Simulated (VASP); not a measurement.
Pt: transverse stress against strain

Pt (fcc, Fm-3m, 14.787 Å³/atom and stress up to 0.12 GPa in the relaxed cell, cube axes along x, y and z) under a strain ε along a cube axis (axis z), the other axes held. LDA in VASP (plane waves, PAW), 480 eV, 20×20×20 Γ-centred mesh, Methfessel-Paxton smearing 0.10 eV. Stress is positive for a compressed cell.

Here s stands for strain and y for stress xx.

| strain (%) | stress xx (GPa) |
|---|---|
| -1.50 | 4.46 |
| -1.00 | 2.95 |
| -0.50 | 1.51 |
| 0.00 | 0.12 |
| 0.50 | -1.20 |
| 1.00 | -2.47 |
| 1.50 | -3.69 |
| 3.00 | ? |

Fit y of the 7 rows that show it with a straight line. Means: s 0, y 0.240. About the means, the sum of products is -19.000 and the sum of squares of s is 7.0000; the slope is their ratio. Least squares gives y = 0.240 - 2.7143·s. Residuals (row less fit): 0.149, -0.004, -0.087, -0.120, -0.083, 0.004, 0.141; standard error 0.119 (degrees of freedom: 5). The slope gives the elastic constant C12 = about 270 GPa.

Question: Estimate the missing y (s = 3.00); what did the run itself give?

Answer: y = 0.240 - 2.7143 × 3.0 = -7.903 GPa. The calculation gives -7.06 GPa, 0.843 GPa above the prediction (7.3 % of the range of y in the table). The row lies outside the fitted rows, so this is an extrapolation. From the scatter of the fitted rows alone, a prediction at this place has a standard error of 0.186 GPa, so the miss is 4.5 times that.

A polynomial of degree 2 through the 12 other runs of the series gives -7.01 there, so most of the miss is curvature that the fit leaves out. In a metal these values are sensitive to mesh and smearing; energies are taken to zero smearing, stresses follow the free energy. The runs aren't spin-polarised. Spin-orbit coupling is left out, which can shift these values for the heavy elements here. Rows are the converged runs of the series near zero and its far end; series whose fitted rows scatter by over a few per cent of the range, as at a crossing or softening among them, aren't shown in this form, nor equations of state whose B0' disagrees with the runs' pressures. Most that stay on the fit to the last digits aren't either.
